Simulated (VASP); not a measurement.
These are PBEsol GGA, VASP's PBE PAW potentials (set 64) (plane waves; VASP) values and carry that method's errors.

A VASP calculation is set up with these files.

**POSCAR**
```
Zn3CdSe4
1
    4.0664120472     0.0000000000     0.0000000000
    0.0000000000     4.0648723945     5.7489456276
    0.0000000000    -4.0648723945     5.7489456276
Zn Cd Se
3 1 4
Direct
  0.0000000000   0.9996982262   0.9996982262
  0.5000000000   0.9987260674   0.5010692735
  0.5000000000   0.5010692735   0.9987260674
  0.0000000000   0.5013681030   0.5013681030
  0.5000000000   0.3630202916   0.3630202916
  0.0000000000   0.3695920821   0.8917816768
  0.0000000000   0.8917816768   0.3695920821
  0.5000000000   0.8747342795   0.8747342795
```

INCAR:
```
! general
SYSTEM  = Zn3CdSe4
PREC    = Accurate
ENCUT   = 400
LREAL   = .FALSE.
LASPH   = .TRUE.

! electronic loop
EDIFF   = 1E-6
NELM    = 100
ALGO    = Normal
LMAXMIX = 4

! smearing
ISMEAR  = 0
SIGMA   = 0.05

! functional
GGA     = PS

! ions
IBRION  = 2
NSW     = 60
ISIF    = 3
EDIFFG  = -0.02

! output
LWAVE   = .FALSE.
LCHARG  = .FALSE.
```

**KPOINTS**
```
kpoints
0
Gamma
 5 3 3
```

POTCAR, in this order: Zn Cd Se (PBE.64 set). Program: vasp_std.

Output of the run:

File OSZICAR:
```
       N       E                     dE             d eps       ncg     rms          rms(c)
DAV:   1     0.516737700489E+03    0.51674E+03   -0.28487E+04  1032   0.152E+03
DAV:   2     0.330558210539E+02   -0.48368E+03   -0.47048E+03  1056   0.378E+02
DAV:   3    -0.256616217678E+02   -0.58717E+02   -0.57825E+02  1157   0.133E+02
DAV:   4    -0.276226221715E+02   -0.19610E+01   -0.19544E+01  1184   0.233E+01
DAV:   5    -0.276424860532E+02   -0.19864E-01   -0.19850E-01  1181   0.240E+00    0.110E+01
DAV:   6    -0.263398403257E+02    0.13026E+01   -0.33044E+00  1333   0.362E+01    0.819E+00
DAV:   7    -0.263481498518E+02   -0.83095E-02   -0.25941E+00  1113   0.767E+00    0.368E+00
DAV:   8    -0.263277569717E+02    0.20393E-01   -0.16083E-01  1256   0.389E+00    0.854E-01
DAV:   9    -0.263265468471E+02    0.12101E-02   -0.19431E-02  1285   0.149E+00    0.201E-01
DAV:  10    -0.263266785479E+02   -0.13170E-03   -0.14400E-03  1328   0.375E-01    0.843E-02
DAV:  11    -0.263267850475E+02   -0.10650E-03   -0.17485E-04  1154   0.216E-01    0.354E-02
DAV:  12    -0.263268108374E+02   -0.25790E-04   -0.48143E-05  1133   0.110E-01    0.708E-03
DAV:  13    -0.263268133167E+02   -0.24792E-05   -0.95592E-06  1072   0.350E-02    0.443E-03
DAV:  14    -0.263268138528E+02   -0.53614E-06   -0.16617E-06   714   0.194E-02
   1 F= -.26326814E+02 E0= -.26326814E+02  d E =-.263268E+02
       N       E                     dE             d eps       ncg     rms          rms(c)
DAV:   1    -0.263287588015E+02   -0.19455E-02   -0.12080E-01  1165   0.219E+00    0.285E-01
DAV:   2    -0.263276468938E+02    0.11119E-02   -0.66325E-03  1282   0.104E+00    0.122E-01
DAV:   3    -0.263273700349E+02    0.27686E-03   -0.54453E-04  1172   0.173E-01    0.664E-02
DAV:   4    -0.263273063526E+02    0.63682E-04   -0.12353E-04  1156   0.101E-01    0.203E-02
DAV:   5    -0.263273045559E+02    0.17967E-05   -0.32264E-05  1193   0.667E-02    0.880E-03
DAV:   6    -0.263273046047E+02   -0.48748E-07   -0.59416E-06   908   0.421E-02
   2 F= -.26327305E+02 E0= -.26327305E+02  d E =-.490752E-03
       N       E                     dE             d eps       ncg     rms          rms(c)
DAV:   1    -0.263278535680E+02   -0.54901E-03   -0.38716E-02  1159   0.125E+00    0.162E-01
DAV:   2    -0.263274959701E+02    0.35760E-03   -0.21252E-03  1282   0.588E-01    0.688E-02
DAV:   3    -0.263274077684E+02    0.88202E-04   -0.17476E-04  1177   0.983E-02    0.377E-02
DAV:   4    -0.263273878741E+02    0.19894E-04   -0.39744E-05  1139   0.590E-02    0.115E-02
DAV:   5    -0.263273874231E+02    0.45096E-06   -0.10398E-05  1130   0.380E-02    0.495E-03
DAV:   6    -0.263273874539E+02   -0.30786E-07   -0.18754E-06   687   0.236E-02
   3 F= -.26327387E+02 E0= -.26327387E+02  d E =-.573601E-03
       N       E                     dE             d eps       ncg     rms          rms(c)
DAV:   1    -0.263280202043E+02   -0.63278E-03   -0.13054E-01  1111   0.201E+00    0.168E-01
DAV:   2    -0.263276833816E+02    0.33682E-03   -0.30248E-03  1349   0.641E-01    0.662E-02
DAV:   3    -0.263276291421E+02    0.54239E-04   -0.16047E-04  1194   0.900E-02    0.460E-02
DAV:   4    -0.263276109797E+02    0.18162E-04   -0.19049E-05  1256   0.603E-02    0.150E-02
DAV:   5    -0.263276087942E+02    0.21855E-05   -0.55615E-06  1077   0.246E-02    0.350E-03
DAV:   6    -0.263276087258E+02    0.68322E-07   -0.96365E-07   585   0.113E-02
   4 F= -.26327609E+02 E0= -.26327609E+02  d E =-.221272E-03
```

File OUTCAR:
```
------------------------ aborting loop because EDIFF is reached ----------------------------------------
  FORCE on cell =-STRESS in cart. coord.  units (eV):
  Direction    XX          YY          ZZ          XY          YZ          ZX
  --------------------------------------------------------------------------------------
  Total        0.0006382     -0.0456058     -0.0053011      0.0000000      0.0000000      0.0000000
  in kB        0.0053850     -0.3848352     -0.0447321      0.0000000      0.0000000      0.0000000
  external PRESSURE =      -0.1413941 kB  Pullay stress =       0.0000000 kB
  volume of cell :      189.87
      direct lattice vectors                 reciprocal lattice vectors
     4.058846630  0.000000000  0.000000000     0.246375409  0.000000000  0.000000000
     0.000000000  4.067474793  5.750406745     0.000000000  0.122926392  0.086950371
     0.000000000 -4.067474793  5.750406745     0.000000000 -0.122926392  0.086950371
 POSITION                                       TOTAL-FORCE (eV/Angst)
 -----------------------------------------------------------------------------------
      0.00000      0.00000     11.49363         0.000000      0.000000     -0.001200
      2.02942      2.01831      8.62455         0.000000     -0.005575      0.007003
      2.02942     -2.01831      8.62455         0.000000      0.005575      0.007003
      0.00000      0.00000      5.77007         0.000000      0.000000      0.012772
      2.02942      0.00000      4.17198         0.000000      0.000000     -0.007727
      0.00000     -2.12745      7.25439         0.000000     -0.003651     -0.007754
      0.00000      2.12745      7.25439         0.000000      0.003651     -0.007754
      2.02942      0.00000     10.06079         0.000000      0.000000     -0.002343
 -----------------------------------------------------------------------------------
    total drift:                                0.000000     -0.000001     -0.000966
  FREE ENERGIE OF THE ION-ELECTRON SYSTEM (eV)
  ---------------------------------------------------
  free  energy   TOTEN  =       -26.3276087258 eV

  energy  without entropy=      -26.3276087258  energy(sigma->0) =      -26.32760873

 reached required accuracy - stopping structural energy minimisation
```
(Selected blocks of OUTCAR.)

File CONTCAR:
```
Zn3CdSe4
   1.00000000000000
     4.0588466296563892    0.0000000000000000    0.0000000000000000
     0.0000000000000000    4.0674747933949247    5.7504067446952538
     0.0000000000000000   -4.0674747933949247    5.7504067446952538
  Zn              Cd              Se
     3     1     4
Direct
     0.0000000000000000    0.9993755935101611    0.9993755935101611
     0.5000000000000000    0.9980119811618777    0.5018043701766961
     0.5000000000000000    0.5018043701766961    0.9980119811618777
     0.0000000000000000    0.5017100495925096    0.5017100495925096
     0.5000000000000000    0.3627552548098550    0.3627552548098550
     0.0000000000000000    0.3692517624878535    0.8922911853076115
     0.0000000000000000    0.8922911853076115    0.3692517624878535
     0.5000000000000000    0.8747898030534338    0.8747898030534338
```

The structure comes from a computed database's Zn3CdSe4 entry (Amm2); how it stands against other phases isn't given here. This run relaxes it. Symmetry was kept, so distortions that lower it aren't found. The start is the result of an earlier pass.
